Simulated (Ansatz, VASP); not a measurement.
# ZnS (Wurtzite-2H) in two plane-wave programs, part 2 of 2

Wanted: the spread between two codes on one cell, functional and k mesh. The structure shown is the start of the Ansatz relaxation below; VASP solves that cell, so the two are compared at the walk's first step.

VASP 6.6.1 and Ansatz 0.2.0.

So far. Step 3 (VASP: single point, PBE, start cell, pair 1): The run ends at a pressure of -1.40 GPa, with forces up to 0.0035 eV/Å.

### Step 7. VASP: single point, PBE, start cell, pair 2

Level of this step: PBE; plane waves and PAW (S, Zn) (VASP).

The same cell, functional and mesh now go to VASP, with its own data sets.

INCAR reads:

```
SYSTEM = ZnS
PREC = Accurate
ENCUT = 400
EDIFF = 1E-06
NELM = 120
ISMEAR = 0
SIGMA = 0.01
LREAL = .FALSE.
ALGO = Normal
GGA = PE
NBANDS = 24
LORBIT = 11
LWAVE = .FALSE.
LCHARG = .FALSE.
ISIF = 2
LASPH = .TRUE.
GGA_COMPAT = .FALSE.
EFERMI = MIDGAP
KPAR = 2
```

POSCAR reads:

```
ZnS
1.0
    3.9218380000      0.0000000000      0.0000000000
   -1.9609190000      3.3964120000      0.0000000000
    0.0000000000      0.0000000000      6.4254830000
S Zn
2 2
Direct
    0.3333332352      0.6666664704      0.3799448228
    0.6666666176      0.3333332352      0.8799447450
    0.3333332352      0.6666664704      0.0050551842
    0.6666666176      0.3333332352      0.5050552620
```

KPOINTS reads:

```
Automatic mesh
0
Gamma
12 12 8
0 0 0
```

Potentials, in the order of the species: S and Zn (PBE family, release 64).

The run is started by

```sh
> mpirun -np 2 vasp_std
```

Numbers of over 12 decimals in the logs are rounded to 6 here.

What it wrote:

```text
[... set-up lines as in an earlier step ...]
 entering main loop
       N       E                     dE             d eps       ncg     rms          rms(c)
DAV:   1     0.209580106138E+03    0.20958E+03   -0.14900E+04  4560   0.148E+03
DAV:   2     0.390151289569E+01   -0.20568E+03   -0.19930E+03  5040   0.318E+02
DAV:   3    -0.141614163935E+02   -0.18063E+02   -0.17975E+02  5672   0.994E+01
DAV:   4    -0.144950039947E+02   -0.33359E+00   -0.33344E+00  5512   0.143E+01
[...]
DAV:  12    -0.136390109826E+02    0.52227E-05   -0.17345E-05  5680   0.688E-02    0.825E-03
DAV:  13    -0.136390140884E+02   -0.31058E-05   -0.50304E-06  5200   0.235E-02    0.407E-03
DAV:  14    -0.136390141796E+02   -0.91241E-07   -0.51417E-07  4184   0.769E-03
   1 F= -.13639014E+02 E0= -.13639014E+02  d E =0.000000E+00
```

Parts of OUTCAR (step 7):

```text
  Total       -1.9488377     -1.9488384     -1.9558103      0.0000000     -0.0000000      0.0000000
  in kB      -36.4813121    -36.4813263    -36.6118358      0.0000000     -0.0000000      0.0000000
  external PRESSURE =     -36.5248248 kB  Pullay stress =       0.0000000 kB

 POSITION                                       TOTAL-FORCE (eV/Angst)
 -----------------------------------------------------------------------------------
      0.00000      2.26427      2.44133         0.000000     -0.000000      0.004308
      1.96092      1.13214      5.65407        -0.000000      0.000000      0.004308
      0.00000      2.26427      0.03248         0.000000      0.000000     -0.004308
      1.96092      1.13214      3.24522         0.000000     -0.000000     -0.004308
 -----------------------------------------------------------------------------------
    total drift:                               -0.000000      0.000678     -0.002234

  FREE ENERGIE OF THE ION-ELECTRON SYSTEM (eV)
  ---------------------------------------------------
  free  energy   TOTEN  =       -13.6390141796 eV

  energy  without entropy=      -13.6390141796  energy(sigma->0) =      -13.63901418

[... 1 part as in an earlier step ...]

[... 2 further parts left out ...]
[key lines of the parts left out:]
E-fermi :   2.3153
```

The run ends at a pressure of -3.65 GPa, with forces up to 0.0043 eV/Å.

### Step 8. Side by side

The forces differ by 0.23 meV/Å r.m.s.; no other quantity is compared for this pair.

### Step 9. Further runs

Further runs change the set-up of one program: Ansatz's method, potentials or start, or VASP's data sets, cutoff or form of LDA. The table gives that difference for each run.

| run | r.m.s. force difference (meV/Å) |
| --- | --- |
| as above | 0.23 |
| VASP with a cutoff of 500 eV (perhaps on Ansatz's relaxed cell) | 0.24 |

### Step 10. Ansatz: relaxation, PBE

The two programs are compared at the cell with which this relaxation starts, whose forces are those of its first step. The cell compared in this pair holds 74.28 Å³, against 85.59 Å³ for the pair before.

The structure compared here is the start of the Ansatz relaxation; VASP solves that cell, so the two are compared at the walk's first step.

input.yaml reads:

```yaml
crystal:
  lattice:
    - [3.7372468989, 0.0, 0.0]
    - [-1.8686234494, 3.2365507547, 0.0]
    - [0.0, 0.0, 6.1413457842]
  atoms:
    - { symbol: S, position: [0.3333333333, 0.6666666667, 0.3793751666] }
    - { symbol: S, position: [0.6666666667, 0.3333333333, 0.8793751666] }
    - { symbol: Zn, position: [0.3333333333, 0.6666666667, 0.0056248334] }
    - { symbol: Zn, position: [0.6666666667, 0.3333333333, 0.5056248334] }
kpoints:
  mp_grid: { grid: [12, 12, 8] }
hamiltonian:
  xc: pbe
  pseudopotentials: { kind: paw, azcp: { folder: soft_1 } }
scf:
  occupations: { method: fixed }
output:
  forces: true
  stress: true
  eigenvalues: true
relax:
  adjacent_minimum: "off"
  f_tol: 0.001
  max_steps: 60
  cell: { stress_tol: 0.01, fix: [volume] }
```

The run is started by

```sh
> ansatz run input.yaml --threads 8 --pin off --max-ram 16384MiB --backend cpu --events-out ev --progress --plain --runs-dir out
```

What it wrote:

```text
[...]
Crystal: 4 atoms, lattice volume = 74.284 Å³
Basis set: ecut = 420 eV, 1449 PW (Γ), exchange–correlation on 50×50×90 points (8 copies of the dense FFT grid, shifted against one another)
Bands: 22, of which v1, the nominal top of the filled ones, is band 18 counted from 1 (17 counted from 0)
Symmetry: 12 space group operations
[...]
k-points: 95 of 1152 (time reversal used)
[...]
--- Relaxed structure (4 steps of the walk, 4 accepted, 1 SCFs on fresh bases) ---
[...]
cell:  # Å, volume = 74.2844 Å³
    - [3.736109, -2.8858821393861007e-11, 0]
    - [-1.868055, 3.235565, 0]
    - [0, 0, 6.145087]
  atoms:
    - { symbol: S, position: [0.333333, 0.666667, 0.379205] }
    - { symbol: S, position: [0.666667, 0.333333, 0.879205] }
    - { symbol: Zn, position: [0.333333, 0.666667, 0.00579524] }
    - { symbol: Zn, position: [0.666667, 0.333333, 0.505795] }
[key lines of the parts left out:]
SCF converged after 6 iterations
Free energy (F): -8445.331469 eV
Fermi energy:    6.606425 eV
P = ⅓ Tr σ = 6.9258 GPa (69.258 kbar)
```

### Step 11. VASP: single point, PBE, start cell, pair 3

The same cell, functional and mesh now go to VASP, with its own data sets.

INCAR is that of step 7.

POSCAR reads:

```
ZnS
1.0
    3.7372470000      0.0000000000      0.0000000000
   -1.8686230000      3.2365510000      0.0000000000
    0.0000000000      0.0000000000      6.1413460000
S Zn
2 2
Direct
    0.3333332956      0.6666667697      0.3793751402
    0.6666664368      0.3333332303      0.8793751402
    0.3333332956      0.6666667697      0.0056248256
    0.6666664368      0.3333332303      0.5056248256
```

KPOINTS is that of step 7.

The run is started by

```sh
> mpirun -np 2 vasp_std
```

What it wrote:

```text
[... set-up lines as in an earlier step ...]
 entering main loop
       N       E                     dE             d eps       ncg     rms          rms(c)
DAV:   1     0.212179698222E+03    0.21218E+03   -0.15014E+04  4560   0.155E+03
DAV:   2     0.369666307774E+01   -0.20848E+03   -0.20190E+03  4896   0.325E+02
DAV:   3    -0.140850193420E+02   -0.17782E+02   -0.17702E+02  5592   0.101E+02
DAV:   4    -0.144136707251E+02   -0.32865E+00   -0.32846E+00  5576   0.143E+01
[...]
DAV:  12    -0.135534979164E+02    0.70730E-05   -0.26622E-05  7064   0.750E-02    0.686E-03
DAV:  13    -0.135535015187E+02   -0.36023E-05   -0.59968E-06  5192   0.203E-02    0.356E-03
DAV:  14    -0.135535016790E+02   -0.16032E-06   -0.75945E-07  4256   0.182E-02
   1 F= -.13553502E+02 E0= -.13553502E+02  d E =0.000000E+00
```

OUTCAR, selected parts (step 11):

```text
  Total        3.1720767      3.1720770      3.1967126      0.0000005     -0.0000000      0.0000000
  in kB       68.4158048     68.4158115     68.9471561      0.0000106     -0.0000000      0.0000000
  external PRESSURE =      68.5929242 kB  Pullay stress =       0.0000000 kB

 POSITION                                       TOTAL-FORCE (eV/Angst)
 -----------------------------------------------------------------------------------
     -0.00000      2.15770      2.32987        -0.000000      0.000000     -0.005980
      1.86862      1.07885      5.40055         0.000000     -0.000000     -0.005980
     -0.00000      2.15770      0.03454        -0.000000     -0.000000      0.005980
      1.86862      1.07885      3.10522         0.000000     -0.000000      0.005980
 -----------------------------------------------------------------------------------
    total drift:                                0.000494     -0.000065      0.000875

  FREE ENERGIE OF THE ION-ELECTRON SYSTEM (eV)
  ---------------------------------------------------
  free  energy   TOTEN  =       -13.5535016790 eV

  energy  without entropy=      -13.5535016790  energy(sigma->0) =      -13.55350168

[... 1 part as in an earlier step ...]

[... 2 further parts left out ...]
[key lines of the parts left out:]
E-fermi :   3.9422
```

The run ends at a pressure of 6.86 GPa, with forces up to 0.0060 eV/Å.

### Step 12. Differences

The forces differ by 0.28 meV/Å r.m.s.; no other quantity is compared for this pair.

### Step 13. What came out

| Quantity | Value |
| --- | --- |
| r.m.s. force difference (single point, PBE, start cell, pair 1) | 0.25 meV/Å |
| r.m.s. force difference (single point, PBE, start cell, pair 2) | 0.23 meV/Å |
| r.m.s. force difference (single point, PBE, start cell, pair 3) | 0.28 meV/Å |

The r.m.s. force difference is 0.28 meV/Å (single point, PBE, start cell, pair 3), within the 12 meV/Å picked in this series as the mark of a large difference. 8 further runs of this series are not shown here. Such differences can come from data sets, numerical settings and the points named under the comparisons, not from the functional's error against experiment.

[Lines on the potential files, build, host, timing and source positions are cut from VASP's logs without a mark.]

[Logs are printed without paths, hosts, clocks, repeated set-up lines and the standing remarks that a program may print on its own settings, such as how far it seeks lower states.]

[Hosts, paths, dates, database ids (printed as entryN), source tags and the programs' standing remarks are cut or masked in the printed files.]

[Rows of further runs with another cutoff or data set may stand on the cell that Ansatz relaxed, not on the start cell of the pair above them.]
